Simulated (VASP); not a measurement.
```yaml
crystal:
  lattice:
    - [1.76000, -3.04841, 0.00000]
    - [1.76000, 3.04841, 0.00000]
    - [0.00000, 0.00000, 13.96000]
  atoms:
    - { symbol: Te, position: [0.33333, 0.66667, 0.87900] }
    - { symbol: Te, position: [0.66667, 0.33333, 0.37900] }
    - { symbol: Te, position: [0.66667, 0.33333, 0.12100] }
    - { symbol: Te, position: [0.33333, 0.66667, 0.62100] }
    - { symbol: Mo, position: [0.33333, 0.66667, 0.25000] }
    - { symbol: Mo, position: [0.66667, 0.33333, 0.75000] }
```

Level of theory: LDA (Ceperley-Alder, Perdew-Zunger), VASP's LDA PAW potentials (set 64) (plane waves; VASP 6.6.1). Run with 300 eV cut-off, 5×5×1 Γ-centred mesh, Fermi-Dirac smearing of 0.020 eV, potentials Te Mo_sv.

At this cut-off the stress carries a Pulay error, which pulls relaxed volumes low.

Give the force on each atom (eV/Å).

| atom | Fx | Fy | Fz |
|---|---|---|---|
| Te1 | 0.000 | 0.000 | -0.260 |
| Te2 | 0.000 | 0.000 | -0.260 |
| Te3 | 0.000 | 0.000 | 0.260 |
| Te4 | 0.000 | 0.000 | 0.260 |
| Mo5 | 0.000 | 0.000 | 0.000 |
| Mo6 | 0.000 | 0.000 | 0.000 |

Give the stress tensor in GPa (positive for a compressed cell).

```
-2.88   0.00   0.00
 0.00  -2.88   0.00
 0.00   0.00  -2.35
```
The pressure is its mean diagonal, -2.70 GPa.

The structure is a typed MoTe2 crystal (P6_3/mmc). The cell was not relaxed at this level. The k-mesh is coarse (spacing up to 0.45 per Å, 2π included), so the numbers may not be converged in it.
